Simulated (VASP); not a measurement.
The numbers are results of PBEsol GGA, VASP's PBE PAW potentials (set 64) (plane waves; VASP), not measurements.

The input files of a VASP run:

**INCAR**
```
ALGO = Normal
DIPOL = 0.5 0.5 0.5
EDIFF = 1E-5
EDIFFG = -0.03
ENCUT = 400
GGA = PS
IBRION = 2
IDIPOL = 3
ISIF = 2
ISMEAR = 1
LASPH = .True.
LCHARG = .False.
LDIPOL = .True.
LMAXMIX = 4
LREAL = .False.
LWAVE = .True.
NELM = 100
NELMIN = 4
NSW = 50
PREC = Normal
SIGMA = 0.1
SYSTEM = Mo(211) slab
```

POSCAR:
```
Mo(211) slab
1
    2.7135209996    -0.0000000000     0.0000000000
    0.0000000000     4.4311615495     0.0000000000
    0.0000000000     0.0000000000    23.8746588472
Mo
7
Direct
  0.5000000000   0.5000000000   0.3392650000
  0.8333330000   0.0000000000   0.3928430000
  0.1666670000   0.5000000000   0.4464220000
  0.5000000000   0.0000000000   0.5000000000
  0.8333330000   0.5000000000   0.5535780000
  0.1666670000   0.0000000000   0.6071570000
  0.5000000000   0.5000000000   0.6607350000
```

File KPOINTS:
```
Automatic mesh
0
Gamma
10 6 1
0 0 0
```

POTCAR, in this order: Mo_sv (PBE.64 set). Program: vasp_std.

Output

**OSZICAR**
```
...
DAV:   8    -0.775168670886E+02    0.24160E-05   -0.87937E-05  3062   0.560E-02
   3 F= -.77516867E+02 E0= -.77517128E+02  d E =-.413518E+00
       N       E                     dE             d eps       ncg     rms          rms(c)
DAV:   1    -0.775038526705E+02    0.13017E-01   -0.12853E+01  2784   0.231E+01    0.623E-01
DAV:   2    -0.775433116952E+02   -0.39459E-01   -0.41264E-01  3034   0.373E+00    0.358E-01
DAV:   3    -0.775454514085E+02   -0.21397E-02   -0.41278E-02  3794   0.121E+00    0.372E-01
DAV:   4    -0.775425309436E+02    0.29205E-02   -0.19136E-02  3708   0.771E-01    0.154E-01
DAV:   5    -0.775424921734E+02    0.38770E-04   -0.20830E-03  3436   0.296E-01    0.590E-02
DAV:   6    -0.775424895435E+02    0.26299E-05   -0.69223E-04  3720   0.162E-01    0.458E-02
DAV:   7    -0.775424643703E+02    0.25173E-04   -0.16463E-04  3062   0.884E-02    0.117E-02
DAV:   8    -0.775424638406E+02    0.52962E-06   -0.13244E-05  2024   0.227E-02
   4 F= -.77542464E+02 E0= -.77542699E+02  d E =-.255968E-01
       N       E                     dE             d eps       ncg     rms          rms(c)
DAV:   1    -0.774494739264E+02    0.92990E-01   -0.34004E+01  2784   0.376E+01    0.106E+00
DAV:   2    -0.775574805656E+02   -0.10801E+00   -0.11290E+00  3034   0.617E+00    0.598E-01
DAV:   3    -0.775636937794E+02   -0.62132E-02   -0.11654E-01  3804   0.211E+00    0.624E-01
DAV:   4    -0.775550314695E+02    0.86623E-02   -0.55351E-02  3734   0.130E+00    0.255E-01
DAV:   5    -0.775548622374E+02    0.16923E-03   -0.51166E-03  3438   0.464E-01    0.903E-02
DAV:   6    -0.775549015289E+02   -0.39291E-04   -0.14212E-03  3738   0.226E-01    0.740E-02
DAV:   7    -0.775548362422E+02    0.65287E-04   -0.45282E-04  3574   0.144E-01    0.235E-02
DAV:   8    -0.775548332767E+02    0.29655E-05   -0.63302E-05  2970   0.473E-02
   5 F= -.77554833E+02 E0= -.77555322E+02  d E =-.379662E-01
       N       E                     dE             d eps       ncg     rms          rms(c)
DAV:   1    -0.775527285920E+02    0.21077E-02   -0.90139E-01  2784   0.612E+00    0.165E-01
DAV:   2    -0.775553852203E+02   -0.26566E-02   -0.27973E-02  3060   0.970E-01    0.914E-02
DAV:   3    -0.775555358031E+02   -0.15058E-03   -0.23616E-03  3790   0.276E-01    0.904E-02
DAV:   4    -0.775553805784E+02    0.15522E-03   -0.13080E-03  3696   0.212E-01    0.460E-02
DAV:   5    -0.775553746300E+02    0.59484E-05   -0.18962E-04  3612   0.853E-02    0.226E-02
DAV:   6    -0.775553717686E+02    0.28613E-05   -0.44635E-05  2720   0.426E-02
   6 F= -.77555372E+02 E0= -.77555782E+02  d E =-.385047E-01
       N       E                     dE             d eps       ncg     rms          rms(c)
DAV:   1    -0.775409693383E+02    0.14405E-01   -0.86058E+00  2784   0.186E+01    0.556E-01
DAV:   2    -0.775659588531E+02   -0.24990E-01   -0.25757E-01  2936   0.304E+00    0.358E-01
DAV:   3    -0.775671467748E+02   -0.11879E-02   -0.33018E-02  3812   0.117E+00    0.325E-01
DAV:   4    -0.775648426948E+02    0.23041E-02   -0.17001E-02  3734   0.732E-01    0.152E-01
DAV:   5    -0.775647654533E+02    0.77241E-04   -0.19618E-03  3588   0.284E-01    0.660E-02
DAV:   6    -0.775647374411E+02    0.28012E-04   -0.43813E-04  3560   0.131E-01    0.269E-02
DAV:   7    -0.775647319049E+02    0.55361E-05   -0.47793E-05  2678   0.488E-02
   7 F= -.77564732E+02 E0= -.77565096E+02  d E =-.936014E-02
       N       E                     dE             d eps       ncg     rms          rms(c)
DAV:   1    -0.775452564083E+02    0.19481E-01   -0.77059E+00  2784   0.176E+01    0.533E-01
DAV:   2    -0.775675747781E+02   -0.22318E-01   -0.23027E-01  2936   0.288E+00    0.346E-01
DAV:   3    -0.775686176704E+02   -0.10429E-02   -0.30572E-02  3810   0.112E+00    0.313E-01
DAV:   4    -0.775665311309E+02    0.20865E-02   -0.15644E-02  3734   0.704E-01    0.147E-01
DAV:   5    -0.775664689561E+02    0.62175E-04   -0.18680E-03  3598   0.276E-01    0.666E-02
DAV:   6    -0.775664366265E+02    0.32330E-04   -0.42987E-04  3544   0.131E-01    0.259E-02
DAV:   7    -0.775664322203E+02    0.44062E-05   -0.45588E-05  2656   0.472E-02
   8 F= -.77566432E+02 E0= -.77566762E+02  d E =-.110605E-01
       N       E                     dE             d eps       ncg     rms          rms(c)
DAV:   1    -0.775654148431E+02    0.10218E-02   -0.46756E-01  2784   0.435E+00    0.130E-01
DAV:   2    -0.775667390221E+02   -0.13242E-02   -0.13775E-02  2880   0.702E-01    0.846E-02
DAV:   3    -0.775667962326E+02   -0.57211E-04   -0.16249E-03  3816   0.248E-01    0.748E-02
DAV:   4    -0.775666946142E+02    0.10162E-03   -0.91742E-04  3436   0.176E-01    0.385E-02
DAV:   5    -0.775666944464E+02    0.16776E-06   -0.18480E-04  3204   0.871E-02    0.232E-02
DAV:   6    -0.775666873539E+02    0.70926E-05   -0.67520E-05  2948   0.515E-02
   9 F= -.77566687E+02 E0= -.77567023E+02  d E =-.113156E-01
       N       E                     dE             d eps       ncg     rms          rms(c)
DAV:   1    -0.775629137363E+02    0.37807E-02   -0.18128E+00  2784   0.858E+00    0.204E-01
DAV:   2    -0.775682437751E+02   -0.53300E-02   -0.56285E-02  2946   0.134E+00    0.113E-01
DAV:   3    -0.775684708183E+02   -0.22704E-03   -0.37718E-03  3824   0.330E-01    0.102E-01
DAV:   4    -0.775683032847E+02    0.16753E-03   -0.18802E-03  3682   0.248E-01    0.616E-02
DAV:   5    -0.775682804106E+02    0.22874E-04   -0.26994E-04  3650   0.106E-01    0.229E-02
DAV:   6    -0.775682813724E+02   -0.96178E-06   -0.74086E-05  2924   0.522E-02
  10 F= -.77568281E+02 E0= -.77568586E+02  d E =-.159402E-02
       N       E                     dE             d eps       ncg     rms          rms(c)
DAV:   1    -0.775681453685E+02    0.13504E-03   -0.65614E-02  2784   0.163E+00    0.377E-02
DAV:   2    -0.775683379520E+02   -0.19258E-03   -0.20327E-03  3064   0.257E-01    0.232E-02
DAV:   3    -0.775683460496E+02   -0.80976E-05   -0.16028E-04  3548   0.714E-02    0.213E-02
DAV:   4    -0.775683382804E+02    0.77692E-05   -0.67406E-05  2790   0.481E-02
  11 F= -.77568338E+02 E0= -.77568640E+02  d E =-.165093E-02
       N       E                     dE             d eps       ncg     rms          rms(c)
DAV:   1    -0.775675676319E+02    0.77842E-03   -0.36468E-01  2784   0.389E+00    0.115E-01
DAV:   2    -0.775686431397E+02   -0.10755E-02   -0.11505E-02  3048   0.609E-01    0.607E-02
DAV:   3    -0.775686890760E+02   -0.45936E-04   -0.66932E-04  3732   0.147E-01    0.487E-02
DAV:   4    -0.775686703659E+02    0.18710E-04   -0.58134E-04  3438   0.145E-01    0.419E-02
DAV:   5    -0.775686525372E+02    0.17829E-04   -0.14189E-04  3038   0.675E-02    0.162E-02
DAV:   6    -0.775686500726E+02    0.24646E-05   -0.39920E-05  2716   0.396E-02
  12 F= -.77568650E+02 E0= -.77568980E+02  d E =-.311792E-03
       N       E                     dE             d eps       ncg     rms          rms(c)
DAV:   1    -0.775686474369E+02    0.51003E-05   -0.19489E-03  2804   0.282E-01    0.866E-03
DAV:   2    -0.775686531376E+02   -0.57007E-05   -0.62059E-05  2960   0.452E-02    0.527E-03
DAV:   3    -0.775686530581E+02    0.79470E-07   -0.30316E-06  1550   0.137E-02    0.325E-03
DAV:   4    -0.775686531883E+02   -0.13017E-06   -0.74258E-07  1484   0.621E-03
  13 F= -.77568653E+02 E0= -.77568984E+02  d E =-.314908E-03
       N       E                     dE             d eps       ncg     rms          rms(c)
DAV:   1    -0.775680766280E+02    0.57643E-03   -0.29019E-01  2784   0.341E+00    0.701E-02
DAV:   2    -0.775688993128E+02   -0.82268E-03   -0.87693E-03  2822   0.514E-01    0.380E-02
DAV:   3    -0.775689067443E+02   -0.74314E-05   -0.22098E-04  3806   0.608E-02    0.230E-02
DAV:   4    -0.775689090175E+02   -0.22733E-05   -0.37056E-05  2584   0.369E-02
  14 F= -.77568909E+02 E0= -.77569266E+02  d E =-.255829E-03
```

**OUTCAR**
```
------------------------ aborting loop because EDIFF is reached ----------------------------------------
  FORCE on cell =-STRESS in cart. coord.  units (eV):
  Direction    XX          YY          ZZ          XY          YZ          ZX
  --------------------------------------------------------------------------------------
  Total       -5.3698448     -4.3500162     -0.5526646      0.0000000      0.0000000      0.2211414
  in kB      -29.9698365    -24.2780340     -3.0844966      0.0000000      0.0000000      1.2342204
  external PRESSURE =     -19.1107890 kB  Pullay stress =       0.0000000 kB
  volume of cell :      287.07
      direct lattice vectors                 reciprocal lattice vectors
     2.713521000  0.000000000  0.000000000     0.368524880  0.000000000  0.000000000
     0.000000000  4.431161549  0.000000000     0.000000000  0.225674462  0.000000000
     0.000000000  0.000000000 23.874658847     0.000000000  0.000000000  0.041885415
 POSITION                                       TOTAL-FORCE (eV/Angst)
 -----------------------------------------------------------------------------------
      1.30315      2.21558      8.29087        -0.022266      0.000000     -0.010810
      2.25524      0.00000      9.36728        -0.002048      0.000000      0.005140
      0.48907      2.21558     10.63503        -0.009562      0.000000      0.000364
      1.35676      0.00000     11.93733         0.000000      0.000000      0.000000
      2.22446      2.21558     13.23963         0.009562      0.000000     -0.000364
      0.45829      0.00000     14.50738         0.002048      0.000000     -0.005140
      1.41037      2.21558     15.58379         0.022266     -0.000000      0.010810
 -----------------------------------------------------------------------------------
    total drift:                                0.000000      0.000000      0.000000
  FREE ENERGIE OF THE ION-ELECTRON SYSTEM (eV)
  ---------------------------------------------------
  free  energy   TOTEN  =       -77.5689090175 eV

  energy  without entropy=      -77.5699803629  energy(sigma->0) =      -77.56926613

 reached required accuracy - stopping structural energy minimisation
```
(Selected blocks of OUTCAR.)

File CONTCAR:
```
Mo(211) slab
   1.00000000000000
     2.7135209996000000    0.0000000000000000    0.0000000000000000
     0.0000000000000000    4.4311615494999996    0.0000000000000000
     0.0000000000000000    0.0000000000000000   23.8746588471999992
  Mo
     7
Direct
     0.4802440678510396    0.5000000000000000    0.3472664761179469
     0.8311102328720009    0.0000000000000000    0.3923523114087258
     0.1802328708533087    0.5000000000000000    0.4454528078875019
     0.5000000000000000    0.0000000000000000    0.5000000000000000
     0.8197671291466913    0.5000000000000000    0.5545471921124984
     0.1688897671279991    0.0000000000000000    0.6076476885912743
     0.5197559321489604    0.5000000000000000    0.6527335238820529
```

The cell is a thin slab with vacuum, built from Mo (bcc): (211) face.
